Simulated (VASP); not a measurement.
Data:

```
CELL_PARAMETERS angstrom
      4.22618     0.00000     0.00000
      0.00000     4.22618     0.00000
      0.00000     0.00000     4.22618
ATOMIC_POSITIONS crystal
  Ba 0.00000 0.00000 0.00000
  Hf 0.50000 0.50000 0.50000
  O  0.50000 0.00000 0.50000
  O  0.00000 0.50000 0.50000
  O  0.50000 0.50000 0.00000
```

Level of theory: revPBE GGA, VASP's PBE PAW potentials (set 64) (plane waves; VASP 6.6.1). Settings: 520 eV cut-off, 5×5×5 Γ-centred mesh, Gaussian smearing of 0.050 eV, potentials Ba_sv Hf_pv O.

Task: Estimate the energy per atom (σ→0).

Result: 
```json
{
  "energy per atom (σ→0)": "-8.362 eV/atom"
}
```

The absolute energy has meaning only against runs of the same code, potentials and settings.

The compound is BaHfO3 in the cubic perovskite structure. It was relaxed first. The start is the result of an earlier pass.
